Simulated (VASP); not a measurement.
Consider the following.

```xyz
4
Lattice="0.0000 1.9090 1.9090 1.9090 0.0000 1.9090 7.6355 7.6355 0.0004" Properties=species:S:1:pos:R:3 pbc="T T T"
Rh     0.0000     0.0000     0.0000
Ir     1.9062     1.9062     0.0028
Ir     3.8177     3.8177     0.0002
Ir     7.6383     7.6383     3.8156
```

Method: PBEsol GGA, VASP's PBE PAW potentials (set 64) (plane waves; VASP). Settings: 400 eV cut-off, 15×15×4 Γ-centred mesh, tetrahedra with Blöchl corrections, potentials Rh_pv Ir.

Unless said otherwise, spin-orbit coupling is left out, though it shifts the bands of the heavy elements here.

Tabulate the total density of states (states/eV per cell) against energy (eV; zero at the valence-band maximum or, without a gap, the Fermi level).

```
E (eV) | DOS (states/eV)
    -9.92 | # 0.20
    -9.70 | # 0.22
    -9.47 | # 0.24
    -9.25 | # 0.33
    -9.02 | ## 0.40
    -8.80 | ## 0.49
    -8.58 | ## 0.53
    -8.35 | ## 0.62
    -8.13 | ### 0.87
    -7.91 | ##### 1.38
    -7.68 | ######### 2.41
    -7.46 | ########### 2.92
    -7.24 | ########### 2.78
    -7.01 | ############## 3.70
    -6.79 | #################### 5.08
    -6.45 | ############# 3.49
    -6.23 | ############### 3.92
    -6.00 | ##################### 5.36
    -5.78 | ################## 4.75
    -5.56 | ################ 4.09
    -5.33 | ############### 3.79
    -5.11 | ############## 3.66
    -4.89 | #################### 5.08
    -4.66 | ################## 4.62
    -4.44 | ################## 4.64
    -4.22 | ################### 5.03
    -3.99 | ###################### 5.75
    -3.77 | ###################### 5.82
    -3.54 | ######################## 6.12
    -3.32 | ############################## 7.77
    -3.10 | ####################### 5.92
    -2.87 | #################### 5.26
    -2.65 | ############### 3.79
    -2.43 | ############## 3.76
    -2.20 | ################## 4.68
    -1.98 | ################ 4.12
    -1.76 | ################## 4.74
    -1.53 | ####################### 5.89
    -1.31 | ################ 4.22
    -1.08 | ################ 4.07
    -0.86 | ################ 4.07
    -0.64 | ############## 3.67
    -0.41 | ############## 3.61
    -0.19 | ############### 3.82
     0.03 | ############### 3.89
     0.37 | #################### 5.12
     0.59 | ####################### 5.95
     0.82 | ################### 5.02
     1.04 | ############## 3.75
     1.26 | ############ 3.02
     1.49 | ### 0.72
     1.71 | ### 0.68
     1.93 | ## 0.64
     2.16 | ## 0.63
     2.38 | ## 0.60
     2.60 | ## 0.58
     2.83 | ## 0.55
     3.05 | ## 0.52
     3.28 | ## 0.46
     3.50 | ## 0.44
```
Within 2 eV below the Fermi level the largest weight inside VASP's projection spheres is Ir d, then Rh d.

The structure was generated: Ir3Rh was put into an ordered model structure (R-3m), which need not be its known phase. It was relaxed first. VASP warned that the highest band is occupied, so more bands are needed.
